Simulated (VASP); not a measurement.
An input for Quantum ESPRESSO's pw.x (written as the equivalent of a VASP run, and not itself run):

```
&CONTROL
  calculation = 'scf'
  pseudo_dir = './pseudo'
  outdir = './out'
  tprnfor = .true.
  tstress = .true.
/
&SYSTEM
  ibrav = 0
  nat = 1
  ntyp = 1
  ecutwfc = 68
  occupations = 'tetrahedra'
  input_dft = 'vdw-df2-b86r'
/
&ELECTRONS
  conv_thr = 7.3e-09
  electron_maxstep = 100
/
ATOMIC_SPECIES
  Ca 40.078 Ca.upf
CELL_PARAMETERS angstrom
     0.0000000    2.7324249    2.7324249
     2.7324249    0.0000000    2.7324249
     2.7324249    2.7324249    0.0000000
ATOMIC_POSITIONS crystal
  Ca   0.0000000  0.0000000  0.0000000
K_POINTS automatic
  13 13 13 0 0 0
```

Question: Write the VASP files for the same calculation (rev-vdW-DF2).

Answer: This is not unique; one that fits is 
**INCAR**
```
# general
SYSTEM   = Ca
PREC     = Accurate
ENCUT    = 520   # plane-wave cut-off (eV)
LREAL    = .FALSE.   # projection in real space or not
LASPH    = .TRUE.   # aspherical one-centre terms

# electronic loop
EDIFF    = 1E-7   # SCF stop (eV)
NELM     = 100
ALGO     = Normal   # blocked Davidson

# smearing
ISMEAR   = -5

# functional
GGA      = MK
LUSE_VDW = .TRUE.
AGGAC    = 0.0
PARAM1   = 0.1234568
PARAM2   = 0.7114
ZAB_VDW  = -1.8867

# ions
ISIF     = 2   # forces and stress, cell fixed

# output
LWAVE    = .FALSE.
LCHARG   = .TRUE.
LORBIT   = 11   # lm-projected
NEDOS    = 601
```

**KPOINTS**
```
Regular mesh
0
G
  13 13 13
```

POSCAR:
```
Ca
1
    0.0000000000     2.7324248806     2.7324248806
    2.7324248806     0.0000000000     2.7324248806
    2.7324248806     2.7324248806     0.0000000000
Ca
1
Direct
  0.0000000000   0.0000000000   0.0000000000
```

POTCAR, in this order: Ca_sv (PBE.64 set). Program: vasp_std.

The two are equivalent in intent, not identical: the potentials are each code's own (VASP's PAW set, PseudoDojo norm-conserving files in pw.x), so ENCUT and ecutwfc are chosen apart and not converted; conv_thr bounds pw.x's estimated SCF error, while EDIFF bounds the energy change between steps.

The compound is Ca in the fcc structure. It was relaxed first, which changed the volume by -6 %.
